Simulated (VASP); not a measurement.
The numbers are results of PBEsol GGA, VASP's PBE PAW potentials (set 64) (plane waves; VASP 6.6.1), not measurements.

VASP ran on this input.

### INCAR
```
ALGO  =  Normal
EDIFF  =  1E-6
EDIFFG  =  -0.02
ENCUT  =  620
GGA  =  PS
IBRION  =  2
ISIF  =  3
ISMEAR  =  0
LASPH  =  .True.
LCHARG  =  .False.
LREAL  =  .False.
LWAVE  =  .False.
NELM  =  100
NSW  =  40
PREC  =  Accurate
SIGMA  =  0.05
SYSTEM  =  LiF
```

File POSCAR:
```
LiF
1.0
  0.0000000000   2.0020442322   2.0020442322
  2.0020442322   0.0000000000   2.0020442322
  2.0020442322   2.0020442322   0.0000000000
Li F
1 1
Cartesian
  0.0000000000   0.0000000000   0.0000000000
  2.0020442322   2.0020442322   2.0020442322
```

**KPOINTS**
```
Automatic mesh
0
Gamma
11 11 11
0 0 0
```

POTCAR, in this order: Li_sv F (PBE.64 set). Program: vasp_std.

Output

**OSZICAR**
```
       N       E                     dE             d eps       ncg     rms          rms(c)
DAV:   1     0.350058808497E+02    0.35006E+02   -0.61926E+03  1072   0.129E+03
DAV:   2    -0.918690969981E+01   -0.44193E+02   -0.42692E+02  1133   0.217E+02
DAV:   3    -0.102646858007E+02   -0.10778E+01   -0.10755E+01  1263   0.335E+01
DAV:   4    -0.102799094820E+02   -0.15224E-01   -0.15216E-01  1362   0.386E+00
DAV:   5    -0.102800643799E+02   -0.15490E-03   -0.15489E-03  1299   0.258E-01    0.406E+00
DAV:   6    -0.985602671602E+01    0.42404E+00   -0.22219E+00  1026   0.116E+01    0.140E+00
DAV:   7    -0.985379122804E+01    0.22355E-02   -0.16559E-02  1420   0.151E+00    0.837E-01
DAV:   8    -0.985596917370E+01   -0.21779E-02   -0.12773E-02  1412   0.159E+00    0.955E-02
DAV:   9    -0.985604248387E+01   -0.73310E-04   -0.89565E-04  1113   0.339E-01    0.419E-02
DAV:  10    -0.985607945129E+01   -0.36967E-04   -0.12066E-04  1133   0.106E-01    0.498E-03
DAV:  11    -0.985608013021E+01   -0.67892E-06   -0.21057E-06  1336   0.195E-02
   1 F= -.98560801E+01 E0= -.98560801E+01  d E =-.985608E+01
```

### OUTCAR
```
------------------------ aborting loop because EDIFF is reached ----------------------------------------
  FORCE on cell =-STRESS in cart. coord.  units (eV):
  Direction    XX          YY          ZZ          XY          YZ          ZX
  --------------------------------------------------------------------------------------
  Total       -0.0382975     -0.0382975     -0.0382975      0.0000000      0.0000000     -0.0000000
  in kB       -3.8232248     -3.8232248     -3.8232248      0.0000000      0.0000000     -0.0000000
  external PRESSURE =      -3.8232248 kB  Pullay stress =       0.0000000 kB
  volume of cell :       16.05
      direct lattice vectors                 reciprocal lattice vectors
     0.000000000  2.002044232  2.002044232    -0.249744732  0.249744732  0.249744732
     2.002044232  0.000000000  2.002044232     0.249744732 -0.249744732  0.249744732
     2.002044232  2.002044232  0.000000000     0.249744732  0.249744732 -0.249744732
  FREE ENERGIE OF THE ION-ELECTRON SYSTEM (eV)
  ---------------------------------------------------
  free  energy   TOTEN  =        -9.8560801302 eV

  energy  without entropy=       -9.8560801302  energy(sigma->0) =       -9.85608013

 reached required accuracy - stopping structural energy minimisation
```
(Selected blocks of OUTCAR.)

The compound is LiF in the rock salt structure. It was relaxed first.
